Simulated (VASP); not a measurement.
# LiMgBN2 (I-4m2) in VASP: single point with PBE

Aim: the single point of LiMgBN2 with PBE.

Program: VASP 6.6.1. These are calculated values, not measurements. Logs are shortened: lines on timing, memory, paths and dates and some standing lists are left out, and cuts for length are marked.

**1. The structure**

Symmetry: I-4m2, No. 119, tetragonal system. Conventional cell: a = 3.819 Å, b = 3.819 Å, c = 8.887 Å, α = 90.00°, β = 90.00°, γ = 90.00°. Around Li (site symmetry -4m2) lie 4 N at 2.10 Å. Mg (site symmetry -4m2) is surrounded by 4 N at 2.10 Å. B (site symmetry -4m2) is surrounded by 2 N at 1.34 Å. N (site symmetry 2mm) is surrounded by 1 B at 1.34 Å.

The cell comes from a database or a generator and needn't be the stable form of this composition.

**2. Single point, PBE**

INCAR

```
ALGO     = Fast           # electronic algorithm
EDIFF    = 1E-7           # SCF threshold, eV
ENCUT    = 520            # plane-wave cutoff, eV
GGA      = PE             # functional
ISIF     = 2              # what is computed and relaxed
ISMEAR   = 0              # smearing method
LASPH    = True           # aspherical terms in the spheres
LCHARG   = True           # write CHGCAR
LELF     = True           # ELF
LREAL    = False          # projectors in reciprocal space
LVHAR    = True         
LWAVE    = False          # write WAVECAR
NBANDS   = 17             # bands
NELM     = 100            # most SCF steps
PREC     = Accurate       # precision mode
SIGMA    = 0.1            # smearing width, eV
```

KPOINTS

```
k-points
0
Gamma
  6 6 6
```

POSCAR

```
LiMgBN2
1.0
   -1.9096560000      1.9096560000      4.4435220000
    1.9096560000     -1.9096560000      4.4435220000
    1.9096560000      1.9096560000     -4.4435220000
Li Mg B N
1 1 1 2
Direct
    0.2500000000      0.7500000000      0.5000000000
    0.7500000000      0.2500000000      0.5000000000
    0.5000000000      0.5000000000      0.0000000000
    0.6512635000      0.6512635000      0.0000000000
    0.3487365000      0.3487365000      0.0000000000
```

Potentials or basis: VASP PAW PBE potentials, release 64 (Li_sv, Mg, B, N).

The run is started by

```sh
$ cat potpaw_PBE.64/Li_sv/POTCAR potpaw_PBE.64/Mg/POTCAR potpaw_PBE.64/B/POTCAR potpaw_PBE.64/N/POTCAR > POTCAR
$ mpirun -np 1 vasp_std > vasp.out
```

OUTCAR:

```text
EDIFF = 1E-7
   ENCUT = 520
   GGA = PE
   ISIF = 2
   ISMEAR = 0
   LASPH = True
   LREAL = False
   NELM = 100
   PREC = Accurate

 ion  position               nearest neighbor table
   1  0.250  0.750  0.500-   5 2.10   4 2.10   5 2.10   4 2.10   2 2.70   2 2.70   2 2.70   2 2.70

   2  0.750  0.250  0.500-   5 2.10   4 2.10   5 2.10   4 2.10   1 2.70   1 2.70   1 2.70   1 2.70

   3  0.500  0.500  0.000-   4 1.34   5 1.34
   4  0.651  0.651  0.000-   3 1.34   2 2.10   1 2.10   1 2.10   2 2.10
   5  0.349  0.349  0.000-   3 1.34   2 2.10   1 2.10   1 2.10   2 2.10

  LATTYP: Found a body centered tetragonal cell.
 ALAT       =     3.8193120000
 C/A-ratio  =     2.3268703892

  Lattice vectors:

 A1 = (  -1.9096560000,   1.9096560000,   4.4435220000)
 A2 = (   1.9096560000,  -1.9096560000,   4.4435220000)
 A3 = (   1.9096560000,   1.9096560000,  -4.4435220000)

Analysis of symmetry for initial positions (statically):
=====================================================================
 Subroutine PRICEL returns:
 Original cell was already a primitive cell.

 Routine SETGRP: Setting up the symmetry group for a
 body centered tetragonal supercell.

 Subroutine GETGRP returns: Found  8 space group operations
 (whereof  8 operations were pure point group operations)
 out of a pool of 16 trial point group operations.

The static configuration has the point symmetry D_2d.

Analysis of symmetry for dynamics (positions and initial velocities):
=====================================================================
 Subroutine PRICEL returns:
 Original cell was already a primitive cell.

 Routine SETGRP: Setting up the symmetry group for a
 body centered tetragonal supercell.

 Subroutine GETGRP returns: Found  8 space group operations
 (whereof  8 operations were pure point group operations)
 out of a pool of 16 trial point group operations.

The dynamic configuration has the point symmetry D_2d.

 Subroutine INISYM returns: Found  8 space group operations
 (whereof  8 operations are pure point group operations),
 and found     1 'primitive' translations

----------------------------------------------------------------------------------------

                                     Primitive cell

  volume of cell :      64.8183

  direct lattice vectors                    reciprocal lattice vectors
    -1.909656000  1.909656000  4.443522000     0.000000000  0.261827261  0.112523354
     1.909656000 -1.909656000  4.443522000     0.261827261  0.000000000  0.112523354
     1.909656000  1.909656000 -4.443522000     0.261827261  0.261827261  0.000000000

  length of vectors
     5.199851906  5.199851906  5.199851906     0.284982490  0.284982490  0.370279664

  position of ions in fractional coordinates (direct lattice)
     0.250000000  0.750000000  0.500000000
     0.750000000  0.250000000  0.500000000
     0.500000000  0.500000000  0.000000000
     0.651263500  0.651263500  0.000000000
     0.348736500  0.348736500  0.000000000

  ion indices of the primitive-cell ions
   primitive index   ion index
                 1           1
                 2           2
                 3           3
                 4           4
                 5           5

----------------------------------------------------------------------------------------

 KPOINTS: k-points

Automatic generation of k-mesh.
 Grid dimensions read from file:
 generate k-points for:    6    6    6

 Generating k-lattice:

  Cartesian coordinates                     Fractional coordinates (reciprocal lattice)
     0.000000000  0.043637877  0.018753892     0.166666667  0.000000000  0.000000000
     0.043637877  0.000000000  0.018753892     0.000000000  0.166666667  0.000000000
     0.043637877  0.043637877  0.000000000     0.000000000  0.000000000  0.166666667

  Length of vectors
     0.047497082  0.047497082  0.061713277

  Shift w.r.t. Gamma in fractional coordinates (k-lattice)
     0.000000000  0.000000000  0.000000000

 Subroutine IBZKPT returns following result:
 ===========================================

 Found     30 irreducible k-points:

 Following reciprocal coordinates:
            Coordinates               Weight
  0.000000  0.000000  0.000000      1.000000
  0.166667  0.000000 -0.000000      8.000000
  0.333333  0.000000 -0.000000      8.000000
  0.500000  0.000000 -0.000000      4.000000
  0.166667  0.166667 -0.000000      8.000000
  0.333333  0.166667 -0.000000     16.000000
[... 16 lines left out ...]
 -0.333333 -0.333333  0.166667      8.000000
 -0.166667 -0.333333  0.166667      8.000000
 [... further k-points ...]
   k-points           NKPTS =     30   k-points in BZ     NKDIM =     30   number of bands    NBANDS=     17
   number of dos      NEDOS =    301   number of ions     NIONS =      5
   total plane-waves  NPLWV =  64000
   dimension x,y,z NGX =    40 NGY =   40 NGZ =   40
   dimension x,y,z NGXF=    80 NGYF=   80 NGZF=   80
   ions per type =               1   1   1   2
   NGX,Y,Z   is equivalent  to a cutoff of  12.79, 12.79, 12.79 a.u.
   NGXF,Y,Z  is equivalent  to a cutoff of  25.58, 25.58, 25.58 a.u.
 SYSTEM =  unknown system
   PREC   = accura    normal or accurate (medium, high low for compatibility)
   ISTART =      0    job   : 0-new  1-cont  2-samecut
   ICHARG =      2    charge: 1-file 2-atom 10-const
   ISPIN  =      1    spin polarized calculation?
   LNONCOLLINEAR =      F non collinear calculations
   LSORBIT =      F    spin-orbit coupling
   LASPH  =      T    aspherical Exc in radial PAW
   ENCUT  =  520.0 eV  38.22 Ry    6.18 a.u.   9.67  9.67  9.67*2*pi/ulx,y,z
   NELM   =    100;   NELMIN=  2; NELMDL= -5     # of ELM steps
   EDIFF  = 0.1E-06   stopping-criterion for ELM
   LREAL  =      F    real-space projection
   EDIFFG = 0.1E-05   stopping-criterion for IOM
   NSW    =      0    number of steps for IOM
   IBRION =     -1    ionic relax: 0-MD 1-quasi-New 2-CG
   NFREE  =      0    steps in history (QN), initial steepest desc. (CG)
   ISIF   =      2    stress and relaxation
   ISYM   =      2    0-nonsym 1-usesym 2-fastsym
   POTIM  = 0.5000    time-step for ionic-motion
   TEBEG  =    0.0;   TEEND  =   0.0 temperature during run
   PSTRESS=    0.0 pullay stress
   NELECT =      18.0000    total number of electrons
   NUPDOWN=      -1.0000    fix difference up-down
   EMIN   =  10.00;   EMAX   =-10.00  energy-range for DOS
   EFERMI =   0.00;   METHOD = LEGACY
   ISMEAR =     0;   SIGMA  =   0.10  broadening in eV -4-tet -1-fermi 0-gaus
   EFERMI_NEDOS =   21; number of points for ismear=-14 and -15
   IALGO  =     68    algorithm
   IMIX   =      4    mixing-type and parameters
     AMIX     =   0.40;   BMIX     =  1.00
     AMIX_MAG =   1.60;   BMIX_MAG =  1.00
  volume/ion in A,a.u.               =      12.96        87.48
  Fermi-wavevector in a.u.,A,eV,Ry     =   1.068070  2.018360 15.521172  1.140774
  Thomas-Fermi vector in A             =   2.203707
   LORBIT       =      0    0 simple, 1 ext, 2 COOP (PROOUT), +10 PAW based schemes
   GGA     = PE    functional components
   LHFCALC =     F    Hartree Fock is set to
   AEXX    =    0.0000 exact exchange contribution
   IVDW    =     0    specifies the selected vdW correction
   LEPSILON=     F    determine dielectric tensor
   LRPA    =     F    only Hartree local field effects (RPA)
 non-spin polarized calculation
 RMM-DIIS sequential band-by-band and
 Gauss-broadening in eV      SIGMA  =   0.10
  energy-cutoff  :      520.00
  volume of cell :       64.82
 maximum number of plane-waves:      1760
   NGX = 19   NGY = 19   NGZ = 19

 number of electron      18.0000000 magnetization

 Free energy of the ion-electron system (eV)
  ---------------------------------------------------
  ext. energy  EPLUGINS =         0.00000000
  ---------------------------------------------------
  free energy    TOTEN  =       -31.55029518 eV

  energy without entropy =      -31.55029518  energy(sigma->0) =      -31.55029518

 E-fermi :   1.4790     XC(G=0):  -8.5231

 val. band max:        0.9132069222   @ k =   0.5000   0.5000   0.5000
 cond. band min:       3.5149641941   @ k =   0.0000   0.0000   0.0000
 fundamental gap:      2.6017572719
 Fermi energy:         1.4789968909

 k-point     1 :       0.0000    0.0000    0.0000
  band No.  band energies     occupation
      1     -42.6590      2.00000
      2     -13.4381      2.00000
      3     -12.4138      2.00000
      4      -3.8441      2.00000
      5      -1.5833      2.00000
      6      -1.2037      2.00000
[... 9 lines left out ...]
     16      13.1133      0.00000
     17      13.1136      0.00000

 k-point     2 :       0.1667    0.0000   -0.0000
  band No.  band energies     occupation
      1     -42.6588      2.00000
      2     -13.3703      2.00000
      3     -12.4458      2.00000
      4      -3.7820      2.00000
      5      -2.0242      2.00000
      6      -1.4741      2.00000
[... 9 lines left out ...]
     16      12.5888      0.00000
     17      12.9553      0.00000

 k-point     3 :       0.3333    0.0000   -0.0000
  band No.  band energies     occupation
      1     -42.6584      2.00000
      2     -13.2144      2.00000
      3     -12.5265      2.00000
      4      -3.6766      2.00000
      5      -2.8264      2.00000
      6      -1.6473      2.00000
[... 9 lines left out ...]
     16      11.4511      0.00000
     17      13.0312      0.00000

 k-point     4 :       0.5000    0.0000   -0.0000
  band No.  band energies     occupation
      1     -42.6582      2.00000
      2     -13.1183      2.00000
      3     -12.5833      2.00000
      4      -3.6388      2.00000
      5      -3.1618      2.00000
      6      -1.6817      2.00000
[... 9 lines left out ...]
     16      10.9220      0.00000
     17      13.3608      0.00000
[... 343 lines left out ...]
      1     -42.6584      2.00000
      2     -13.1149      2.00000
      3     -12.6396      2.00000
      4      -3.5422      2.00000
      5      -3.0513      2.00000
      6      -1.7224      2.00000
[... 9 lines left out ...]
     16      11.4169      0.00000
     17      12.3718      0.00000

 k-point    23 :      -0.3333   -0.3333    0.1667
  band No.  band energies     occupation
      1     -42.6586      2.00000
      2     -13.1448      2.00000
      3     -12.6601      2.00000
      4      -3.3870      2.00000
      5      -2.8161      2.00000
      6      -2.0932      2.00000
[... 9 lines left out ...]
     16      12.3045      0.00000
     17      12.7283      0.00000

 k-point    24 :      -0.1667   -0.3333    0.1667
  band No.  band energies     occupation
      1     -42.6588      2.00000
      2     -13.2625      2.00000
      3     -12.5758      2.00000
      4      -3.5664      2.00000
      5      -2.5150      2.00000
      6      -1.6601      2.00000
[... 9 lines left out ...]
     16      12.2876      0.00000
     17      12.9762      0.00000

 [... further k-points ...]
[... 5 lines left out ...]
  --------------------------------------------------------------------------------------
  -------------------------------------------------------------------------------------
  Total       -0.2763449     -0.2763449     -0.0405120      0.0000000      0.0000000      0.0000000
  in kB       -6.8306883     -6.8306883     -1.0013747      0.0000000      0.0000000      0.0000000
  external PRESSURE =      -4.8875838 kB  Pullay stress =       0.0000000 kB

 VOLUME and BASIS-vectors are now :
 -----------------------------------------------------------------------------
  energy-cutoff  :      520.00
  volume of cell :       64.82
      direct lattice vectors                 reciprocal lattice vectors
    -1.909656000  1.909656000  4.443522000     0.000000000  0.261827261  0.112523354
     1.909656000 -1.909656000  4.443522000     0.261827261  0.000000000  0.112523354
     1.909656000  1.909656000 -4.443522000     0.261827261  0.261827261  0.000000000

 POSITION                                       TOTAL-FORCE (eV/Angst)
 -----------------------------------------------------------------------------------
      1.90966      0.00000      2.22176        -0.000000     -0.000000     -0.000000
      0.00000      1.90966      2.22176        -0.000000     -0.000000      0.000000
      0.00000      0.00000      4.44352        -0.000000     -0.000000     -0.000000
      0.00000      0.00000      5.78781        -0.000000     -0.000000      0.056235
      0.00000      0.00000      3.09924         0.000000      0.000000     -0.056235
 -----------------------------------------------------------------------------------
    total drift:                               -0.000000      0.000000     -0.000000

  FREE ENERGIE OF THE ION-ELECTRON SYSTEM (eV)
  ---------------------------------------------------
  free  energy   TOTEN  =       -31.5502951804 eV

  energy  without entropy=      -31.5502951804  energy(sigma->0) =      -31.55029518
```

It took 54 s on 1 thread of Intel Xeon 6975P-C (Granite Rapids), shared host; peak memory 0.25 GiB.

Results:

| Item | Value |
| --- | --- |
| Free energy | -31.5503 eV |
| Largest force | 0.056 eV/Å |
| Band gap on the k mesh | 2.60 eV, indirect (least direct gap 3.54 eV) |

Forces on the atoms (eV/Å):
```
Li   0.000  0.000  0.000
Mg   0.000  0.000  0.000
B    0.000  0.000  0.000
N    0.000  0.000  0.056
N    0.000  0.000 -0.056
```

Caveat: the cutoff is under 1.25 times the usual one of these potentials, so pressure, stress and relaxed cells hold a basis-set (Pulay) error.
